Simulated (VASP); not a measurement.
# PbO under strain, part 2 of 5

How do the gap and the pressure of PbO answer to a change of volume or shape? All runs use LDA. Left out of this account: 1 further run (self-consistent run: a reference on another mesh). The start is a cell from a database of measured crystal structures.

VASP 6.6.1; LDA; plane waves and PAW (Pb_d, O).

Still holding for the runs below: Spin-orbit coupling is off here; with elements this heavy it splits and shifts levels by tenths of an eV or more.

So far, least gap on mesh and path (eV): step 2 (bands, cell as listed) 1.81.

The database entry behind the starting cell differs from later determinations by our own check (old inner coordinates, kX units), so it need not match the best structure at ambient conditions.

## 3. Bands, volume times 1.04

The cell is expanded evenly, with fractional positions held.

The input, INCAR:

```
SYSTEM = PbO
PREC = Accurate
ENCUT = 520
EDIFF = 1E-06
NELM = 100
ISMEAR = -1
SIGMA = 0.05
LREAL = .FALSE.
ALGO = Normal
GGA = CA
NBANDS = 61
LORBIT = 11
LWAVE = .FALSE.
LCHARG = .FALSE.
KPAR = 8
```

The input, POSCAR:

```
PbO
1.0
    5.9533246568      0.0000000000      0.0000000000
    0.0000000000      5.5480608953      0.0000000000
    0.0000000000      0.0000000000      4.8054150523
Pb O
4 4
Direct
    0.2310000000      0.0140000000      0.2500000000
    0.7690000000      0.9860000000      0.7500000000
    0.2310000000      0.4860000000      0.7500000000
    0.7690000000      0.5140000000      0.2500000000
    0.8680000000      0.0820000000      0.2500000000
    0.1320000000      0.9180000000      0.7500000000
    0.8680000000      0.4180000000      0.7500000000
    0.1320000000      0.5820000000      0.2500000000
```

The input, KPOINTS:

```
Automatic mesh
0
Gamma
4 5 5
0 0 0
```

The input, KPOINTS_OPT:

```
Line mode
12
Line-mode
Reciprocal
  0.00000000   0.00000000   0.00000000 GAMMA
  0.00000000   0.00000000  -0.50000000 X

  0.00000000   0.00000000  -0.50000000 X
  0.00000000  -0.50000000  -0.50000000 S

  0.00000000  -0.50000000  -0.50000000 S
  0.00000000  -0.50000000   0.00000000 Y

  0.00000000  -0.50000000   0.00000000 Y
  0.00000000   0.00000000   0.00000000 GAMMA

  0.00000000   0.00000000   0.00000000 GAMMA
 -0.50000000   0.00000000   0.00000000 Z

 -0.50000000   0.00000000   0.00000000 Z
 -0.50000000   0.00000000  -0.50000000 U

 -0.50000000   0.00000000  -0.50000000 U
 -0.50000000  -0.50000000  -0.50000000 R

 -0.50000000  -0.50000000  -0.50000000 R
 -0.50000000  -0.50000000   0.00000000 T

 -0.50000000  -0.50000000   0.00000000 T
 -0.50000000   0.00000000   0.00000000 Z

  0.00000000  -0.50000000   0.00000000 Y
 -0.50000000  -0.50000000   0.00000000 T

 -0.50000000   0.00000000  -0.50000000 U
  0.00000000   0.00000000  -0.50000000 X

  0.00000000  -0.50000000  -0.50000000 S
 -0.50000000  -0.50000000  -0.50000000 R
```

PAW data sets: Pb_d and O (LDA family, release 64).

Command:

```sh
> mpirun -np 8 vasp_std
```

The log of the run:

```text
[banner, memory and clock lines left out]
running    8 mpi-ranks, on    1 nodes
 distrk:  each k-point on    1 cores,    8 groups
 distr:  one band on    1 cores,    1 groups

 POSCAR found type information on POSCAR PbO
 POSCAR found :  2 types and       8 ions
 [... a notice as in an earlier step ...]

 LDA part: xc-table for (Slater(with rela. corr.)+CA(PZ))
 , standard interpolation
 POSCAR, INCAR and KPOINTS ok, starting setup
 FFT: planning ... GRIDC
 FFT: planning ... GRID_SOFT
 FFT: planning ... GRID
 WAVECAR not read
 entering main loop
       N       E                     dE             d eps       ncg     rms          rms(c)
DAV:   1     0.109604130453E+04    0.10960E+04   -0.36559E+04  3299   0.158E+03
DAV:   2     0.136127135425E+03   -0.95991E+03   -0.89063E+03  3390   0.461E+02
DAV:   3    -0.432098401373E+02   -0.17934E+03   -0.16801E+03  3792   0.212E+02
DAV:   4    -0.565271844386E+02   -0.13317E+02   -0.13095E+02  4044   0.600E+01
DAV:   5    -0.569676596806E+02   -0.44048E+00   -0.44004E+00  3844   0.114E+01    0.167E+01
DAV:   6    -0.487985102527E+02    0.81691E+01   -0.21968E+01  4957   0.349E+01    0.864E+00
DAV:   7    -0.481611332733E+02    0.63738E+00   -0.46768E+00  4149   0.126E+01    0.348E+00
DAV:   8    -0.480111418673E+02    0.14999E+00   -0.11385E+00  3687   0.444E+00    0.733E-01
DAV:   9    -0.480011631727E+02    0.99787E-02   -0.38661E-02  5148   0.157E+00    0.346E-01
DAV:  10    -0.480023440693E+02   -0.11809E-02   -0.17400E-02  4359   0.104E+00    0.118E-01
DAV:  11    -0.480019761433E+02    0.36793E-03   -0.12298E-03  5071   0.443E-01    0.749E-02
DAV:  12    -0.480019023002E+02    0.73843E-04   -0.44121E-04  4724   0.181E-01    0.230E-02
DAV:  13    -0.480019014049E+02    0.89527E-06   -0.11697E-04  4300   0.621E-02    0.373E-03
DAV:  14    -0.480019019593E+02   -0.55440E-06   -0.73526E-06  4215   0.151E-02
   1 F= -.48001902E+02 E0= -.48001902E+02  d E =-.591565E-08
 Start KPOINTS_OPT (optional k-point list driver)
k-point batch [1-27\144]
       N       E                     dE             ncg
DAV:   1     0.163375616198E+05   -0.23386E+05     3302
DAV:   2    -0.867375847580E+04   -0.25011E+05     3318
DAV:   3    -0.131989121026E+05   -0.45252E+04     3911
DAV:   4    -0.135341150895E+05   -0.33520E+03     4100
DAV:   5    -0.135450648104E+05   -0.10950E+02     3996
DAV:   6    -0.135456318530E+05   -0.56704E+00     4168
DAV:   7    -0.135456628819E+05   -0.31029E-01     4836
DAV:   8    -0.135456634006E+05   -0.51869E-03     4519
DAV:   9    -0.135456634054E+05   -0.48067E-05     2799
DAV:  10    -0.135456634059E+05   -0.56654E-06     2296
[...]
k-point batch [136-144\144]
       N       E                     dE             ncg
DAV:   1     0.396406325795E+05   -0.14899E+05     1103
DAV:   2     0.313633512354E+05   -0.82773E+04     1106
DAV:   3     0.298778727177E+05   -0.14855E+04     1296
DAV:   4     0.297648661820E+05   -0.11301E+03     1380
DAV:   5     0.297610796387E+05   -0.37865E+01     1316
DAV:   6     0.297608640807E+05   -0.21556E+00     1434
DAV:   7     0.297608534435E+05   -0.10637E-01     1556
DAV:   8     0.297608532958E+05   -0.14769E-03     1539
DAV:   9     0.297608532945E+05   -0.13032E-05      940
DAV:  10     0.297608532943E+05   -0.16797E-06      762
```

Wall time 63 s (8 MPI ranks of Intel Xeon 6975P-C (Granite Rapids), shared host); peak memory 3.9 GiB; 8.3 min of CPU time.

OUTCAR, selected parts (step 3):

```text
  LATTYP: Found a simple orthorhombic cell.
 ALAT       =     4.8054150523
 B/A-ratio  =     1.1545435378
 C/A-ratio  =     1.2388783470

 Found     27 irreducible k-points:

   ENCUT  =  520.0 eV  38.22 Ry    6.18 a.u.  11.07 10.32  8.93*2*pi/ulx,y,z

   NELECT =      80.0000    total number of electrons

 E-fermi :   5.0123

 k-point     1 :       0.0000    0.0000    0.0000
  band No.  band energies     occupation
    ...
     36       2.7394      2.00000
     37       2.7433      2.00000
     38       3.1911      2.00000
     39       3.7740      2.00000
     40       4.0689      2.00000
     41       7.5204      0.00000
     42       7.9827      0.00000
     43       8.3364      0.00000
     44       8.6571      0.00000
     45       8.8734      0.00000
    ...

 k-point     2 :       0.2500    0.0000    0.0000
  band No.  band energies     occupation
    ...
     36       2.8709      2.00000
     37       2.9455      2.00000
     38       3.1667      2.00000
     39       3.9315      2.00000
     40       3.9996      2.00000
     41       6.7520      0.00000
     42       7.6857      0.00000
     43       7.7655      0.00000
     44       9.1969      0.00000
     45       9.6514      0.00000
    ...

  Total       -3.7364289     -9.7377097     -8.1251182      0.0000000      0.0000000      0.0000000
  in kB      -37.7168670    -98.2959709    -82.0178871      0.0000000      0.0000000      0.0000000
  external PRESSURE =     -72.6769083 kB  Pullay stress =       0.0000000 kB

  energy-cutoff  :      520.00
  volume of cell :      158.72
      direct lattice vectors                 reciprocal lattice vectors
     5.953324657  0.000000000  0.000000000     0.167973369  0.000000000  0.000000000
     0.000000000  5.548060895  0.000000000     0.000000000  0.180243155  0.000000000
     0.000000000  0.000000000  4.805415052     0.000000000  0.000000000  0.208098570

 POSITION                                       TOTAL-FORCE (eV/Angst)
 -----------------------------------------------------------------------------------
      1.37522      0.07767      1.20135        -0.701299     -1.117101      0.000000
      4.57811      5.47039      3.60406         0.701299      1.117101     -0.000000
      1.37522      2.69636      3.60406        -0.701299      1.117101     -0.000000
      4.57811      2.85170      1.20135         0.701299     -1.117101      0.000000
      5.16749      0.45494      1.20135        -0.410137      0.344259      0.000000
      0.78584      5.09312      3.60406         0.410137     -0.344259     -0.000000
      5.16749      2.31909      3.60406        -0.410137     -0.344259      0.000000
      0.78584      3.22897      1.20135         0.410137      0.344259     -0.000000
 -----------------------------------------------------------------------------------
    total drift:                                0.000000      0.000000     -0.000000

  FREE ENERGIE OF THE ION-ELECTRON SYSTEM (eV)
  ---------------------------------------------------
  free  energy   TOTEN  =       -48.0019019593 eV

  energy  without entropy=      -48.0019019534  energy(sigma->0) =      -48.00190196

 total charge
# of ion       s       p       d       tot
------------------------------------------
    1        1.401   0.584   9.862  11.847
    2        1.401   0.584   9.862  11.847
    3        1.401   0.584   9.862  11.847
    4        1.401   0.584   9.862  11.847
    5        1.566   3.326   0.000   4.892
    6        1.566   3.326   0.000   4.892
    7        1.566   3.326   0.000   4.892
    8        1.566   3.326   0.000   4.892
--------------------------------------------------
tot         11.867  15.640  39.448  66.954

[... 5 parts as in an earlier step ...]

[... 6 further parts left out ...]
```

This step gave:

```yaml
free_energy_toten: -48.00 eV
fermi_energy: 5.012 eV
pressure: -7.268 GPa
least_gap_on_mesh_and_path: 1.754 eV
least_direct_gap_on_mesh_and_path: 2.012 eV
```

Electronic bands along the path, in eV, zero at the valence-band top; v1 is the highest filled band, c1 the lowest empty one:

| point | v4 | v3 | v2 | v1 | c1 | c2 | c3 | c4 |
| --- | --- | --- | --- | --- | --- | --- | --- | --- |
| Γ | -1.37 | -0.92 | -0.34 | -0.04 | 3.41 | 3.87 | 4.22 | 4.55 |
| 0.55 of the way | -0.99 | -0.78 | -0.29 | -0.11 | 3.59 | 4.05 | 4.30 | 4.34 |
| X | -0.68 | -0.68 | -0.16 | -0.16 | 4.01 | 4.01 | 4.47 | 4.47 |
| 0.45 of the way | -0.68 | -0.68 | -0.28 | -0.28 | 3.50 | 3.50 | 3.74 | 3.74 |
| S | -0.59 | -0.59 | -0.59 | -0.59 | 3.05 | 3.05 | 3.05 | 3.05 |
| 0.45 of the way | -0.66 | -0.66 | -0.30 | -0.30 | 3.03 | 3.03 | 3.56 | 3.56 |
| Y | -0.72 | -0.72 | -0.12 | -0.12 | 3.51 | 3.51 | 4.56 | 4.56 |
| 0.45 of the way | -1.08 | -1.02 | -0.09 | -0.09 | 3.54 | 3.75 | 4.22 | 4.35 |
| Γ | -1.37 | -0.92 | -0.34 | -0.04 | 3.41 | 3.87 | 4.22 | 4.55 |
| 0.45 of the way | -1.21 | -0.94 | -0.20 | -0.09 | 2.70 | 3.63 | 3.74 | 5.00 |
| Z | -0.97 | -0.71 | -0.52 | -0.01 | 2.66 | 2.81 | 3.25 | 4.89 |
| 0.55 of the way | -0.56 | -0.54 | -0.30 | -0.24 | 3.00 | 3.11 | 3.16 | 3.94 |
| U | -0.51 | -0.51 | -0.37 | -0.37 | 3.15 | 3.15 | 3.22 | 3.22 |
| 0.55 of the way | -0.51 | -0.51 | -0.41 | -0.41 | 2.21 | 2.21 | 2.92 | 2.92 |
| R | -0.51 | -0.51 | -0.51 | -0.51 | 2.29 | 2.29 | 2.29 | 2.29 |
| 0.45 of the way | -0.70 | -0.70 | -0.28 | -0.28 | 1.97 | 1.97 | 3.05 | 3.05 |
| T | -0.51 | -0.51 | -0.43 | -0.43 | 2.93 | 2.93 | 3.68 | 3.68 |
| 0.45 of the way | -0.83 | -0.81 | -0.44 | -0.06 | 2.19 | 3.15 | 3.47 | 4.47 |
| Z | -0.97 | -0.71 | -0.52 | -0.01 | 2.66 | 2.81 | 3.25 | 4.89 |
| jump to Y | -0.72 | -0.72 | -0.12 | -0.12 | 3.51 | 3.51 | 4.56 | 4.56 |
| 0.45 of the way | -0.63 | -0.63 | -0.16 | -0.16 | 3.26 | 3.26 | 4.14 | 4.14 |
| T | -0.51 | -0.51 | -0.43 | -0.43 | 2.93 | 2.93 | 3.68 | 3.68 |
| jump to U | -0.51 | -0.51 | -0.37 | -0.37 | 3.15 | 3.15 | 3.22 | 3.22 |
| 0.55 of the way | -0.67 | -0.67 | -0.16 | -0.16 | 3.47 | 3.47 | 3.87 | 3.87 |
| X | -0.68 | -0.68 | -0.16 | -0.16 | 4.01 | 4.01 | 4.47 | 4.47 |
| jump to S | -0.59 | -0.59 | -0.59 | -0.59 | 3.05 | 3.05 | 3.05 | 3.05 |

Of the projections kept (Pb, O), the largest for each band there; the rest of the weight can lie on other orbitals:

```csv
point,v4,v3,v2,v1,c1,c2,c3,c4
Γ,O 0.66,O 0.93,O 0.82,O 0.73,O 0.52,O 0.57,Pb 0.51,Pb 0.61
X,O 0.80,O 0.80,O 0.78,O 0.78,Pb 0.56,Pb 0.56,Pb 0.74,Pb 0.74
S,O 0.82,O 0.82,O 0.82,O 0.82,Pb 0.61,Pb 0.61,Pb 0.61,Pb 0.61
Y,O 0.78,O 0.78,O 0.72,O 0.72,Pb 0.84,Pb 0.84,Pb 0.60,Pb 0.60
Γ,O 0.66,O 0.93,O 0.82,O 0.73,O 0.52,O 0.57,Pb 0.51,Pb 0.61
Z,O 0.92,O 0.59,O 0.75,O 0.77,Pb 0.52,Pb 0.70,Pb 0.61,Pb 0.83
```

Force by atom:

```
atom  x (eV/Å)  y (eV/Å)  z (eV/Å)  size
 Pb1     -0.70     -1.12      0.00  1.32
 Pb2      0.70      1.12      0.00  1.32
 Pb3     -0.70      1.12      0.00  1.32
 Pb4      0.70     -1.12      0.00  1.32
  O5     -0.41      0.34      0.00  0.54
  O6      0.41     -0.34      0.00  0.54
  O7     -0.41     -0.34      0.00  0.54
  O8      0.41      0.34      0.00  0.54
```

The gap is 1.75 eV, indirect. That is -0.06 eV from the cell as listed. The pressure is -7.27 GPa.

[end of part 2 of 5]

[Lines on the potential files, build, host, timing and source positions are cut from VASP's logs without a mark.]

[Logs are printed without paths, hosts, clocks, repeated set-up lines and the standing remarks that a program may print on its own settings, such as how far it seeks lower states.]

[Hosts, paths, dates, database ids (printed as entryN), source tags and the programs' standing remarks are cut or masked in the printed files.]

[A measured line is paired with the nearest computed mode of its activity, which favours agreement.]
